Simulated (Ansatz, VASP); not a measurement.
Two plane-wave programs on ZrAl5N6

```
Zr Al N
1.0
     3.27166    0.00000    0.00000
    -1.63583    2.83334    0.00000
     0.00000    0.00000   16.90674
Zr Al N
1 5 6
Direct
  0.66667 0.33333 0.50000
  0.33333 0.66667 0.66667
  0.33333 0.66667 0.00000
  0.33333 0.66667 0.33333
  0.66667 0.33333 0.83333
  0.66667 0.33333 0.16667
  0.00000 0.00000 0.58333
  0.00000 0.00000 0.91667
  0.00000 0.00000 0.25000
  0.00000 0.00000 0.75000
  0.00000 0.00000 0.08333
  0.00000 0.00000 0.41667
```

Alike in both runs: task single point; functional PBE; k mesh 6 × 6 × 1; occupations gaussian, width 0.1 eV; no spin polarisation.

|  | VASP | Ansatz |
| --- | --- | --- |
| version | VASP 6.6.1 | Ansatz 0.2.0 |
| potentials or method | VASP PAW PBE potentials, release 64 (Zr_sv, Al, N) | scalar-relativistic, plane waves, PAW |
| plane-wave cutoff (eV) | 520 | 420 |
| valence electrons in the cell | 57 | 57 |

Ansatz gave:

| Property | Result |
| --- | --- |
| gap on the k mesh at the Fermi level (eV) | none |
| rms of the force components (eV/Å) | 0.252 |

Task: Which values does VASP return?

Result: gap on the k mesh at the Fermi level (eV): none; rms of the force components (eV/Å): 0.253.

Atom by atom the forces differ by 0.002 eV/Å (rms over components). A gap of «none» marks a metal or a gap that the smearing closes.

Caveats: the k mesh is coarse (spacing up to 0.37 Å⁻¹), so the values aren't converged.
